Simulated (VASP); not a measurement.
Set up this calculation in VASP 6.6.1, as the native input.

```
Task                   : single point
Functional             : PBE
Dispersion             : D3(BJ)
Potentials or basis    : VASP PAW PBE potentials, release 64 (Al)
Cutoff                 : 520 eV
k mesh                 : 18 × 18 × 18
Occupations            : gaussian, width 0.1 eV
Spin                   : no spin polarisation
Further INCAR settings : ALGO = Normal; EDIFF = 1e-07
```

The structure of Al lies in POSCAR:

```
Al                                      
1.0
    0.0000000000      2.0104855872      2.0104855872
    2.0104855872      0.0000000000      2.0104855872
    2.0104855872      2.0104855872      0.0000000000
  Al            
     1
Direct
     0.0000000000000000    0.0000000000000000    0.0000000000000000
```

The cell isn't the ideal one: a relaxed cell with its volume scaled by 1.03.

One way to write it, as run:

INCAR

```
PREC = Accurate
ENCUT = 520
EDIFF = 1E-7
ISMEAR = 0
SIGMA = 0.1
LREAL = F
LASPH = T
NELM = 60
ALGO = Normal
ISIF = 2
LWAVE = F
LCHARG = F
GGA = PE
IVDW = 12
```

KPOINTS

```
Automatic mesh
0
Gamma
  18 18 18
```

Potentials or basis: VASP PAW PBE potentials, release 64 (Al).

Launch:

```bash
$ cat potpaw_PBE.64/Al/POTCAR > POTCAR
$ mpirun -np 1 vasp_std > vasp.out
```

It gave:

The pressure is -2.3 GPa, the band gap on the k mesh is none (metal or under the smearing width) and the dispersion energy per atom is -0.342 eV.

Caveat: pairwise dispersion overbinds metals, which lowers pressure and volume.

It took 13 s on 1 thread of AMD EPYC 7R13 Processor (Zen 3), with other jobs on the host, peak memory 0.12 GiB.
